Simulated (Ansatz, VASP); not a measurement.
# Al5Cl: VASP beside Ansatz

```
Al Cl
1.0
     0.00000    3.57199    3.57199
     3.57199    0.00000    3.57199
     3.57199    3.57199    0.00000
Al Cl
5 1
Cartesian
  4.4650 2.6790 2.6790
  4.4650 4.4650 4.4650
  2.6790 4.4650 2.6790
  2.6790 2.6790 4.4650
  1.7860 1.7860 1.7860
  0.0000 0.0000 0.0000
```

Change from the starting cell: species swapped into the TmCu5 type (F-43m, No. 216).

Alike in both runs: task relaxation of cell and atoms; functional PBE; k mesh 4 × 4 × 4; occupations gaussian, width 0.1 eV; no spin polarisation.

|  | VASP | Ansatz |
| --- | --- | --- |
| version | VASP 6.6.1 | Ansatz 0.2.0 |
| potentials or method | VASP PAW PBE potentials, release 64 (Al, Cl) | scalar-relativistic, plane waves, PAW |
| plane-wave cutoff (eV) | 600 | 420 |
| valence electrons in the cell | 22 | 22 |

```tsv
	VASP	Ansatz	Ansatz less VASP
gap on the k mesh at the Fermi level, each at its own relaxed structure (eV)	none	none	-
relaxed volume (Å³/atom)	19.49	19.56	+0.067
relaxed cell length with the largest relative difference (Å)	5.489	5.495	+0.0063
energy change over the relaxation (meV/atom)	-241	-241	-0.6
```

A gap of «none» marks a metal or a gap that the smearing closes.

Caveats: the k mesh is coarse (spacing up to 0.38 Å⁻¹), so the values aren't converged; the volume moved by over 15 % at a fixed basis, so the end points are rough (VASP); the bands computed are all filled at some k points, so no gap is given.
